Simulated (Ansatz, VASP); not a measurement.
**Cd4Se3S: VASP beside Ansatz**

Wanted: the spread between two codes on one cell, functional and k mesh. The cell is generated by rule, not measured, and may not be a known phase. The cell is taken from a series of runs on this material, whose earlier steps may have relaxed, scaled, displaced or heated it; both programs get it as it stands.

Method: plane waves, with VASP 6.6.1 beside it; relaxation of cell and atoms at PBE, in Ansatz 0.2.0.

The structure was built from a prototype and need not be the compound's stable phase.

## Step 1: The starting structure

The structure is trigonal, space group P3m1 (No. 156). The conventional cell has a = 4.336 Å, b = 4.336 Å, c = 14.147 Å, α = 90.00°, β = 90.00°, γ = 120.00°. Cd has 1 S at 2.57 Å and 3 Se at 2.67 Å nearest. Cd has 3 S at 2.61 Å and 1 Se at 2.69 Å nearest. Nearest to Cd lie 4 Se at 2.67 to 2.69 Å. S has 4 Cd at 2.57 to 2.61 Å nearest. Nearest to Se lie 4 Cd at 2.67 to 2.69 Å. Farther neighbours and most contacts between anions are not listed.

Coordinates:

```cif
data_structure
_symmetry_space_group_name_H-M 'P 1'
_symmetry_Int_Tables_number 1
_cell_length_a 4.3362
_cell_length_b 4.3362
_cell_length_c 14.1471
_cell_angle_alpha 90.000
_cell_angle_beta 90.000
_cell_angle_gamma 120.000
_cell_volume 230.36
loop_
_atom_site_label
_atom_site_type_symbol
_atom_site_fract_x
_atom_site_fract_y
_atom_site_fract_z
_atom_site_occupancy
Cd1 Cd 0.33333 0.66667 0.00745 1
Cd2 Cd 0.66667 0.33333 0.24217 1
Cd3 Cd 0.33333 0.66667 0.49730 1
Cd4 Cd 0.66667 0.33333 0.75233 1
S5 S 0.33333 0.66667 0.18926 1
Se6 Se 0.66667 0.33333 0.43224 1
Se7 Se 0.33333 0.66667 0.68714 1
Se8 Se 0.66667 0.33333 0.94212 1
```

## Step 2: Ansatz: relaxation of cell and atoms, PBE

Ansatz runs on its default PAW (the set named soft_2) files.

The relaxed volume is the usual yardstick between codes: in a stiff, nearly cubic crystal its relative difference is about their pressure difference at one cell divided by the bulk modulus.

File input.yaml:

```yaml
crystal:
  lattice:
    - [4.3361778042, 0.0, 0.0]
    - [-2.1680889021, 3.7552401337, 0.0]
    - [0.0, 0.0, 14.1471492223]
  atoms:
    - { symbol: Cd, position: [0.3333333333, 0.6666666667, 0.0074464969] }
    - { symbol: Cd, position: [0.6666666667, 0.3333333333, 0.2421674538] }
    - { symbol: Cd, position: [0.3333333333, 0.6666666667, 0.4973007954] }
    - { symbol: Cd, position: [0.6666666667, 0.3333333333, 0.7523257323] }
    - { symbol: S, position: [0.3333333333, 0.6666666667, 0.1892561187] }
    - { symbol: Se, position: [0.6666666667, 0.3333333333, 0.4322416319] }
    - { symbol: Se, position: [0.3333333333, 0.6666666667, 0.6871391289] }
    - { symbol: Se, position: [0.6666666667, 0.3333333333, 0.942122642] }
kpoints:
  mp_grid: { grid: [9, 9, 2] }
hamiltonian:
  xc: pbe
scf:
  occupations: { method: gaussian, width: 0.02 }
output:
  forces: true
  stress: true
  eigenvalues: true
  write_density: true
  write_potential: true
  elf: true
  volumetric_format: npy
relax:
  adjacent_minimum: "off"
  f_tol: 0.005
  max_steps: 80
  cell: { stress_tol: 0.05 }
```

Run with:

```
$ ansatz run input.yaml --threads 4 --pin off --max-ram 14336MiB --backend cpu --events-out ev --progress --plain --runs-dir out
```

Numbers of over 12 decimals in the logs are rounded to 6 here.

What it wrote:

```text
Engine: ansatz 0.2.0, aarch64-unknown-linux-gnu
Pseudopotentials: kind: paw
Pseudopotential: Cd, paw, valence charge 20, recommended cutoff 420 eV (normal), Cd.paw.azcp
Pseudopotential: S, paw, valence charge 6, recommended cutoff 420 eV (normal), S.paw.azcp
Pseudopotential: Se, paw, valence charge 16, recommended cutoff 420 eV (normal), Se.paw.azcp
Functional definition: PBE
  parameter kappa = 0.804
  parameter beta = 0.066725
  exchange = pbe_x(kappa = kappa, mu = beta*pi^2/3)
  correlation = pbe_c(beta = beta)
Crystal: 8 atoms, lattice volume = 230.364 Å³
Basis set: ecut = 420 eV, 4529 PW (Γ), exchange–correlation on 60×60×192 points (8 copies of the dense FFT grid, shifted against one another)
Bands: 81, of which v1, the nominal top of the filled ones, is band 67 counted from 1 (66 counted from 0)
Symmetry: 6 space group operations
Space group: P3m1 (ITA 156), of the structure as read, at distance tolerance 6.1e-5 Å
k-points: 24 of 162 (time reversal used)
Non-local potential: Cd, projectors of the file, l = 0: 3, l = 1: 2, l = 2: 2, l = 3: 1
Non-local potential: S, projectors of the file, l = 0: 2, l = 1: 2, l = 2: 2
Non-local potential: Se, projectors of the file, l = 0: 2, l = 1: 2, l = 2: 3, l = 3: 1
PAW form: soft (Blöchl's): semilocal exchange-correlation on the pseudo side does not see the compensation charge
PAW one-centre angular grid: Cd, 590 points (default); XC on 64 Gauss nodes
PAW one-centre angular grid: S, 110 points (default); XC on 64 Gauss nodes
PAW one-centre angular grid: Se, 590 points (default); XC on 64 Gauss nodes
Initial density: superposition of atomic densities (neutral atoms: chi_scale 0, normalization atom), corrected by the library's trained network
Initial wavefunctions: pseudopotential atomic-orbital guess
Functional: x = pbe(κ = 0.804, μ = 0.219515), c = pbe(β = 0.066725)
SCF iter   1: F=—  HF=-50332.166360 eV  |F-HF|=—  |Δ(HF+E_count)|=         —  Δρ=9.77e-4  dr2=5.88e-3  ethr=1.77e-3  ⟨swp⟩=6.0  Hψ=6940  notcnv=0  defer=4
preconditioner: auto → Resta (q_TF=auto, 2.493 Å⁻¹)  ε∞=4.2  [insulator: Δε(μ)=0.565 eV  Ē_g=11.636 eV  σ=0.020 eV  W_gap=1.00  n_scr=64 (ndim 8)  ℏωp=20.8 eV  f_vac=0.201  D(μ)=0.00/eV (n_scr^D=0)  ε∞_Penn≈4.2]
SCF iter   2: F=—  HF=-50332.168016 eV  |F-HF|=—  |Δ(HF+E_count)|=   1.66e-3  Δρ=5.15e-4  dr2=1.26e-3  ethr=4.38e-6  ⟨swp⟩=2.0  Hψ=3196  notcnv=0  defer=220
SCF iter   3: F=—  HF=-50332.168033 eV  |F-HF|=—  |Δ(HF+E_count)|=   1.66e-5  Δρ=1.81e-4  dr2=9.93e-5  ethr=9.40e-7  ⟨swp⟩=2.0  Hψ=2880  notcnv=0  defer=220
SCF iter   4: F=—  HF=-50332.168396 eV  |F-HF|=—  |Δ(HF+E_count)|=   3.63e-4  Δρ=9.21e-5  dr2=2.52e-5  ethr=7.41e-8  ⟨swp⟩=2.0  Hψ=2916  notcnv=0  defer=220
SCF iter   5: F=—  HF=-50332.168434 eV  |F-HF|=—  |Δ(HF+E_count)|=   3.80e-5  Δρ=3.04e-5  dr2=3.41e-6  ethr=1.88e-8  ⟨swp⟩=2.0  Hψ=2580  notcnv=0  defer=220
SCF iter   6: F=—  HF=-50332.168436 eV  |F-HF|=—  |Δ(HF+E_count)|=   2.62e-6  Δρ=1.09e-5  dr2=2.80e-7  ethr=2.55e-9  ⟨swp⟩=2.0  Hψ=2916  notcnv=0  defer=220
SCF iter   7: F=-50332.168437 eV  HF=-50332.168437 eV  |F-HF|=6.74e-8  |Δ(HF+E_count)|=   4.97e-7  Δρ=3.64e-6  dr2=5.31e-8  ethr=7.46e-11  ⟨swp⟩=12.5  Hψ=13780  notcnv=0
SCF 1 converged in 7 iterations: F = -50332.168437 eV  dr2 = 5.31e-8
  greatest PAW one-centre occupation: 1.000 electrons in one spin orbital (limit 2), on the Cd atom at site 2 (counted from 0), in its partial waves of l = 0
relax step   1: F+E_penalty+E_count = -50332.16843693 eV  Δ(F+E_penalty+E_count) = +0.000e0 eV  max|allowed force component| = 4.734e-3 eV/Å  Δτ_max = 0.0000 Å  P = -0.004 GPa  Ω = 230.364 Å³  (7 SCF iters, dr2 threshold 1.00e-7 eV, accepted)
Initial density: handed on by an earlier stage of this run
Initial wavefunctions: pseudopotential atomic-orbital guess (no wavefunctions were taken with the density)
iter 1 solved again at ethr=8.40e-8 eV; its pass at ethr=3.10e-3 eV (dr2=1.13e-4 eV) is discarded
SCF iter   1: F=—  HF=-50332.168117 eV  |F-HF|=—  |Δ(HF+E_count)|=         —  Δρ=3.90e-6  dr2=5.59e-8  ethr=8.40e-8  ⟨swp⟩=3.0  Hψ=12015  notcnv=0
preconditioner: auto → Resta (q_TF=auto, 2.493 Å⁻¹)  ε∞=4.2  [insulator: Δε(μ)=0.594 eV  Ē_g=11.630 eV  σ=0.020 eV  W_gap=1.00  n_scr=64 (ndim 8)  ℏωp=20.8 eV  f_vac=0.199  D(μ)=0.00/eV (n_scr^D=0)  ε∞_Penn≈4.2]
SCF iter   2: F=—  HF=-50332.168437 eV  |F-HF|=—  |Δ(HF+E_count)|=   3.20e-4  Δρ=2.32e-6  dr2=2.14e-8  ethr=4.17e-11  ⟨swp⟩=2.2  Hψ=3559  notcnv=0
SCF iter   3: F=—  HF=-50332.168437 eV  |F-HF|=—  |Δ(HF+E_count)|=   4.28e-8  Δρ=1.14e-6  dr2=6.35e-9  ethr=1.59e-11  ⟨swp⟩=2.0  Hψ=2559  notcnv=0
SCF iter   4: F=—  HF=-50332.168437 eV  |F-HF|=—  |Δ(HF+E_count)|=   1.79e-8  Δρ=5.00e-7  dr2=5.13e-10  ethr=4.74e-12  ⟨swp⟩=2.0  Hψ=2808  notcnv=0
SCF iter   5: F=—  HF=-50332.168437 eV  |F-HF|=—  |Δ(HF+E_count)|=  7.20e-10  Δρ=2.12e-7  dr2=9.20e-11  ethr=1.00e-12  ⟨swp⟩=2.0  Hψ=2709  notcnv=0
SCF iter   6: F=-50332.168437 eV  HF=-50332.168437 eV  |F-HF|=7.28e-12  |Δ(HF+E_count)|=  8.00e-11  Δρ=4.71e-8  dr2=5.75e-12  ethr=1.00e-12  ⟨swp⟩=5.4  Hψ=7818  notcnv=0
SCF 2 converged in 6 iterations: F = -50332.168437 eV  dr2 = 5.75e-12
relax step   2: F+E_penalty+E_count = -50332.16843696 eV  Δ(F+E_penalty+E_count) = -3.305e-8 eV  max|allowed force component| = 4.689e-3 eV/Å  Δτ_max = 0.0000 Å  P = -0.004 GPa  Ω = 230.364 Å³  stress off target by 1.66e-2 GPa  SCF on the basis re-selected at this cell (its energy is not comparable with the rows above)  (6 SCF iters)
basis re-selected at this cell: Δ(F+E_penalty+E_count) = -3.305e-8 eV, ΔP = +0.000 GPa vs the last step (what re-selecting the basis moved, of the pressure what is left beyond the Pulay correction that the steps carried, after the strain that the cell walked since its last selection, with what the two solves' SCF thresholds leave and, on support functions, any second-order correction that the steps lacked; it is no m [...]
SCF converged after 6 iterations
Free energy (F): -50332.168437 eV
Harris-Foulkes:  -50332.168437 eV  (|F-HF|=7.28e-12)
Internal energy: -50332.168437 eV  (E = F + TS)
E sigma→0 (E₀):  -50332.168437 eV
Fermi energy:    6.970562 eV
--- Per-component energies (eV) ---
  E_band       = -3260.384274
  E_kinetic    = 2479.149900
  E_local      = -24160.053102  (includes V_loc(G=0)·N_el)
  E_nonlocal   = -1624.281612
  E_hartree    = 11410.665618
  E_xc         = -1114.927813
  E_vxc        = -1266.017189  (∫ρ·V_xc dr)
  E_paw        = -22668.581087  (= ΣΔE_a)
  E_vpaw       = -1510.511781  (= ΣTr[D̂ρ^β])
  E_aug_tail   = -0.001806  (compensation charges beyond the density's cutoff)
  E_ewald      = -14654.138535
  E_smearing   = -0.000000  (= −TS)
  E_closure    = -0.000000  (closes the sum)
  Σ components = -50332.168437   (vs F -50332.168437, Δ=0.00e0)
--- Forces (eV/Å), atoms counted from 1 ---
  atom   1  Cd    -0.00000000     0.00000000     0.00392680
  atom   2  Cd     0.00000000    -0.00000000    -0.00468909
  atom   3  Cd    -0.00000000     0.00000000     0.00136232
  atom   4  Cd     0.00000000    -0.00000000     0.00153865
  atom   5  S     -0.00000000     0.00000000    -0.00133652
  atom   6  Se     0.00000000    -0.00000000     0.00316497
  atom   7  Se    -0.00000000     0.00000000    -0.00144746
  atom   8  Se     0.00000000    -0.00000000    -0.00251989
  max |Σ_I F_I| component: 2.11e-7 eV/Å
--- Stress (GPa, compression-positive) ---
       -0.014181       0.000000       0.000000
        0.000000      -0.014181      -0.000000
        0.000000      -0.000000       0.016554
  P = ⅓ Tr σ = -0.0039 GPa (-0.039 kbar)
--- Band table (eV; the first three rows and the last of 24) ---
  k-point 0: bands = [... 63 lower, 6.3843, 6.5405, 6.6732, 6.6732, 7.2674, 8.8008, 9.0215, 9.0623, ... 10 higher]
  k-point 1: bands = [... 63 lower, 6.4858, 6.4858, 6.6268, 6.6268, 8.2118, 8.3100, 8.9149, 9.0720, ... 10 higher]
  k-point 2: bands = [... 63 lower, 6.0912, 6.2668, 6.4660, 6.5872, 8.0479, 9.2409, 9.4991, 9.5091, ... 10 higher]
  k-point 23: bands = [... 63 lower, 5.1007, 5.2654, 5.2910, 5.3240, 10.6754, 10.8101, 10.9048, 10.9567, ... 10 higher]
--- Relaxed structure (1 steps of the walk, 1 accepted, 1 SCFs on fresh bases) ---
  F+E_penalty+E_count = -50332.16843696 eV   max|allowed force component| = 4.689e-3 eV/Å   (the final SCF, on the basis selected at the relaxed cell)
  cell:  # Å, volume = 230.3635 Å³
    - [4.336178, 0.0, 0.0]
    - [-2.168089, 3.755240, 0.0]
    - [0.0, 0.0, 14.1471492223]
  atoms:
    - { symbol: Cd, position: [0.333333, 0.666667, 0.0074464969] }
    - { symbol: Cd, position: [0.666667, 0.333333, 0.2421674538] }
    - { symbol: Cd, position: [0.333333, 0.666667, 0.497301] }
    - { symbol: Cd, position: [0.666667, 0.333333, 0.7523257323] }
    - { symbol: S, position: [0.333333, 0.666667, 0.189256] }
    - { symbol: Se, position: [0.666667, 0.333333, 0.4322416319] }
    - { symbol: Se, position: [0.333333, 0.666667, 0.687139] }
    - { symbol: Se, position: [0.666667, 0.333333, 0.942122642] }
```

(Continued in part 2 of 2.)

[Lines on the potential files, build, host, timing and source positions are cut from VASP's logs without a mark.]

[Logs are printed without paths, hosts, clocks, repeated set-up lines and the standing remarks that a program may print on its own settings, such as how far it seeks lower states.]

[Hosts, paths, dates, database ids (printed as entryN), source tags and the programs' standing remarks are cut or masked in the printed files.]
